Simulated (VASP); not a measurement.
Sn: transverse stress against strain

Sn (diamond, Fd-3m, 36.801 Å³/atom and stress up to 0.01 GPa in the relaxed cell, cube axes along x, y and z) under a strain ε along a cube axis (axis z), the other axes held. PBE in VASP (plane waves, PAW), 480 eV, 8×8×8 Γ-centred mesh, Methfessel-Paxton smearing 0.10 eV; ions are relaxed, or left where forces stay under 0.02 eV/Å, within the symmetry of each cell. Against the start cell, which lies near the measured one, the relaxed cell differs by 7.7 % in volume; the values below rest on it. Stress is positive for a compressed cell.

Here s stands for strain and y for stress xx.

| strain (%) | stress xx (GPa) |
|---|---|
| -3.00 | ? |
| -1.50 | 0.43 |
| -1.00 | 0.28 |
| -0.50 | 0.14 |
| 0.00 | 0.01 |
| 0.50 | -0.12 |
| 1.00 | -0.25 |
| 1.50 | -0.37 |

**Question.** Using a straight line, estimate the missing y at s = -3.00 from the other rows, showing the fit.

**Answer.** Means: s 0, y 0.017. About the means, the sum of products is -1.8600 and the sum of squares of s is 7.0000; the slope is their ratio. Least squares gives y = 0.017 - 0.2657·s. Residuals (row less fit): 0.014, -0.003, -0.010, -0.007, -0.004, -0.001, 0.012; standard error 0.010 (degrees of freedom: 5). The slope gives the elastic constant C12 = 26.6 ± 0.4 GPa (± standard error of the fit, which holds the terms cut off). At the withheld row, y = 0.017 - 0.2657 × (-3.0) = 0.814 GPa. The calculation gives 0.89 GPa, 0.076 GPa above the prediction (6.0 % of the range of y in the table). The row lies outside the fitted rows, so this is an extrapolation. From the scatter of the fitted rows alone, a prediction at this place has a standard error of 0.016 GPa, so the miss is 4.8 times that.

A polynomial of degree 2 through the 12 other runs of the series gives 0.89 there, so most of the miss is curvature that the fit leaves out. This level leaves no gap over 0.05 eV at strain -3.00, -1.50, -1.00, -0.50, 0.00, 0.50, 1.00, 1.50 %. Sn is here grey tin, stable below 13 °C. Rows are the converged runs of the series near zero and its far end; series whose fitted rows scatter by over a few per cent of the range, as at a crossing or softening among them, aren't shown in this form, nor equations of state whose B0' disagrees with the runs' pressures. Most that stay on the fit to the last digits aren't either.
